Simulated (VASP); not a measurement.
Calculation: PBEsol GGA, VASP's PBE PAW potentials (set 64) (plane waves; VASP).

Input for VASP

POSCAR:
```
Ni3Fe
1
    3.5876300000     0.0000000000     0.0000000000
    0.0000000000     3.5876300000     0.0000000000
    0.0000000000     0.0000000000     3.5876300000
Fe Ni
1 3
Direct
  0.0000000000   0.0000000000   0.0000000000
  0.0000000000   0.5000000000   0.5000000000
  0.5000000000   0.0000000000   0.5000000000
  0.5000000000   0.5000000000   0.0000000000
```

### INCAR
```
# general
SYSTEM  = Ni3Fe
PREC    = Accurate
ENCUT   = 300
LREAL   = .FALSE.
LASPH   = .TRUE.   # aspherical one-centre terms

# electronic loop
EDIFF   = 1E-6
NELM    = 100   # most electronic steps
ALGO    = Normal   # blocked Davidson
LMAXMIX = 4

# smearing
ISMEAR  = -1
SIGMA   = 0.05   # width (eV)

# functional
GGA     = PS

# spin
ISPIN   = 2
MAGMOM  = 3.0 0.5 0.5 0.5

# ions
ISIF    = 2   # forces and stress, cell fixed

# output
LWAVE   = .FALSE.
LCHARG  = .FALSE.
LORBIT  = 11   # lm-projected
```

KPOINTS:
```
Regular mesh
0
Gamma
 7 7 7
```

POTCAR, in this order: Fe Ni (PBE.64 set). Program: vasp_std.

Output of the run:

### OUTCAR
```
 ion  position               nearest neighbor table
   1  0.000  0.000  0.000-   2 2.54   3 2.54   4 2.54   2 2.54   3 2.54   2 2.54   4 2.54   2 2.54
                             3 2.54   4 2.54   3 2.54   4 2.54
   2  0.000  0.500  0.500-   1 2.54   3 2.54   4 2.54   1 2.54   4 2.54   1 2.54   3 2.54   1 2.54
                             3 2.54   4 2.54   4 2.54   3 2.54
   3  0.500  0.000  0.500-   1 2.54   2 2.54   4 2.54   1 2.54   4 2.54   2 2.54   4 2.54   4 2.54
                             1 2.54   2 2.54   1 2.54   2 2.54
   4  0.500  0.500  0.000-   1 2.54   2 2.54   3 2.54   2 2.54   3 2.54   1 2.54   3 2.54   3 2.54
                             1 2.54   2 2.54   2 2.54   1 2.54
  LATTYP: Found a simple cubic cell.
 ALAT       =     3.5876300000
 Subroutine PRICEL returns:
 Original cell was already a primitive cell.
 Subroutine GETGRP returns: Found 48 space group operations
The static configuration has the point symmetry O_h .
The dynamic configuration has the point symmetry O_h .
The overall configuration has the point symmetry O_h .
 Subroutine INISYM returns: Found 48 space group operations
 Subroutine IBZKPT returns following result:
 Found     20 irreducible k-points:

 Following reciprocal coordinates:
            Coordinates               Weight
  0.000000  0.000000  0.000000      1.000000
  0.142857  0.000000  0.000000      6.000000
  0.285714  0.000000  0.000000      6.000000
  0.428571  0.000000  0.000000      6.000000
  0.142857  0.142857  0.000000     12.000000
  0.285714  0.142857  0.000000     24.000000
  0.428571  0.142857  0.000000     24.000000
  0.285714  0.285714  0.000000     12.000000
  0.428571  0.285714  0.000000     24.000000
  0.428571  0.428571  0.000000     12.000000
  0.142857  0.142857  0.142857      8.000000
  0.285714  0.142857  0.142857     24.000000
  0.428571  0.142857  0.142857     24.000000
  0.285714  0.285714  0.142857     24.000000
  0.428571  0.285714  0.142857     48.000000
  0.428571  0.428571  0.142857     24.000000
  0.285714  0.285714  0.285714      8.000000
  0.428571  0.285714  0.285714     24.000000
  0.428571  0.428571  0.285714     24.000000
  0.428571  0.428571  0.428571      8.000000
   k-points           NKPTS =     20   k-points in BZ     NKDIM =     20   number of bands    NBANDS=     25
   number of dos      NEDOS =    301   number of ions     NIONS =      4
   total plane-waves  NPLWV =   8000
   dimension x,y,z NGX =    20 NGY =   20 NGZ =   20
   dimension x,y,z NGXF=    40 NGYF=   40 NGZF=   40
   ions per type =               1   3
   PREC   = accura    normal or accurate (medium, high low for compatibility)
   ISTART =      0    job   : 0-new  1-cont  2-samecut
   ICHARG =      2    charge: 1-file 2-atom 10-const
   ISPIN  =      2    spin polarized calculation?
   LNONCOLLINEAR =      F non collinear calculations
   LSORBIT =      F    spin-orbit coupling
   INIWAV =      1    electr: 0-lowe 1-rand  2-diag
   ENCUT  =  300.0 eV  22.05 Ry    4.70 a.u.   5.07  5.07  5.07*2*pi/ulx,y,z
   NELM   =    100;   NELMIN=  2; NELMDL= -5     # of ELM steps
   EDIFF  = 0.1E-05   stopping-criterion for ELM
   LREAL  =      F    real-space projection
   NLSPLINE    = F    spline interpolate recip. space projectors
   LMAXMIX     =    4 max onsite mixed and CHGCAR
   VOSKOWN=      0    Vosko Wilk Nusair interpolation
   EDIFFG = 0.1E-04   stopping-criterion for IOM
   NSW    =      0    number of steps for IOM
   NBLOCK =      1;   KBLOCK =      1    inner block; outer block
   IBRION =     -1    ionic relax: 0-MD 1-quasi-New 2-CG
   NFREE  =      0    steps in history (QN), initial steepest desc. (CG)
   ISIF   =      2    stress and relaxation
   ISYM   =      2    0-nonsym 1-usesym 2-fastsym
   TEIN   =    0.0    initial temperature
   TEBEG  =    0.0;   TEEND  =   0.0 temperature during run
   SMASS  =  -3.00    Nose mass-parameter (am)
   PSTRESS=    0.0 pullay stress
   NELECT =      38.0000    total number of electrons
...
```

### OSZICAR
```
       N       E                     dE             d eps       ncg     rms          rms(c)
DAV:   1     0.176794855866E+03    0.17679E+03   -0.12255E+04  2088   0.137E+03
DAV:   2    -0.235801312488E+02   -0.20037E+03   -0.19326E+03  2032   0.305E+02
DAV:   3    -0.322750408292E+02   -0.86949E+01   -0.82686E+01  2060   0.858E+01
DAV:   4    -0.324038712859E+02   -0.12883E+00   -0.12822E+00  2181   0.101E+01
DAV:   5    -0.324072074002E+02   -0.33361E-02   -0.33356E-02  2394   0.141E+00    0.211E+01
DAV:   6    -0.296186323159E+02    0.27886E+01   -0.52648E+01  2116   0.105E+02    0.251E+01
DAV:   7    -0.332352167116E+02   -0.36166E+01   -0.30651E+01  2438   0.129E+02    0.299E+01
DAV:   8    -0.272621767217E+02    0.59730E+01   -0.23608E+01  2370   0.559E+01    0.670E+00
DAV:   9    -0.275172262478E+02   -0.25505E+00   -0.97112E-01  2195   0.121E+01    0.394E+00
DAV:  10    -0.275132129517E+02    0.40133E-02   -0.18515E-01  2698   0.938E+00    0.187E+00
DAV:  11    -0.274977887720E+02    0.15424E-01   -0.58465E-02  2823   0.393E+00    0.126E+00
DAV:  12    -0.275021356903E+02   -0.43469E-02   -0.97826E-03  2656   0.195E+00    0.455E-01
DAV:  13    -0.275020724175E+02    0.63273E-04   -0.30948E-03  2758   0.103E+00    0.898E-02
DAV:  14    -0.275021327694E+02   -0.60352E-04   -0.36255E-04  2384   0.190E-01    0.111E-01
DAV:  15    -0.275021339055E+02   -0.11361E-05   -0.98717E-05  2365   0.267E-01    0.272E-02
DAV:  16    -0.275021371064E+02   -0.32009E-05   -0.11320E-05  1843   0.381E-02    0.250E-02
DAV:  17    -0.275021386872E+02   -0.15807E-05   -0.45661E-06  1813   0.528E-02    0.252E-03
DAV:  18    -0.275021386793E+02    0.78212E-08   -0.10417E-06  1157   0.816E-03
   1 F= -.27502139E+02 E0= -.27489216E+02  d E =-.258452E-01  mag=     4.9603
```

File OUTCAR:
```
------------------------ aborting loop because EDIFF is reached ----------------------------------------
  FORCE on cell =-STRESS in cart. coord.  units (eV):
  Direction    XX          YY          ZZ          XY          YZ          ZX
  --------------------------------------------------------------------------------------
  Total       -4.3796210     -4.3796210     -4.3796210      0.0000000      0.0000000     -0.0000000
  in kB     -151.9582091   -151.9582091   -151.9582091      0.0000000      0.0000000     -0.0000000
  external PRESSURE =    -151.9582091 kB  Pullay stress =       0.0000000 kB
  volume of cell :       46.18
      direct lattice vectors                 reciprocal lattice vectors
     3.587630000  0.000000000  0.000000000     0.278735544  0.000000000  0.000000000
     0.000000000  3.587630000  0.000000000     0.000000000  0.278735544  0.000000000
     0.000000000  0.000000000  3.587630000     0.000000000  0.000000000  0.278735544
 POSITION                                       TOTAL-FORCE (eV/Angst)
 -----------------------------------------------------------------------------------
      0.00000      0.00000      0.00000         0.000000      0.000000      0.000000
      0.00000      1.79381      1.79381         0.000000      0.000000      0.000000
      1.79381      0.00000      1.79381         0.000000      0.000000      0.000000
      1.79381      1.79381      0.00000         0.000000      0.000000      0.000000
 -----------------------------------------------------------------------------------
    total drift:                               -0.000000     -0.000000      0.000000
  FREE ENERGIE OF THE ION-ELECTRON SYSTEM (eV)
  ---------------------------------------------------
  free  energy   TOTEN  =       -27.5021386793 eV

  energy  without entropy=      -27.4762935101  energy(sigma->0) =      -27.48921609

 total charge

# of ion       s       p       d       tot
------------------------------------------
    1        0.465   0.478   6.072   7.014
    2        0.493   0.483   8.290   9.266
    3        0.493   0.483   8.290   9.266
    4        0.493   0.483   8.290   9.266
--------------------------------------------------
tot          1.945   1.926  30.941  34.812

 magnetization (x)

# of ion       s       p       d       tot
------------------------------------------
    1        0.012   0.001   2.944   2.957
    2       -0.014  -0.041   0.732   0.678
    3       -0.014  -0.041   0.732   0.678
    4       -0.014  -0.041   0.732   0.678
--------------------------------------------------
tot         -0.028  -0.121   5.139   4.990
```
(Selected blocks of OUTCAR.)

At this cut-off the stress carries a Pulay error, which pulls relaxed volumes low.

The structure is a typed Ni3Fe crystal (Pm-3m). The cell was not relaxed at this level. The run is one of a series of settings (GGA = PS against the base run), some of them coarse on purpose.
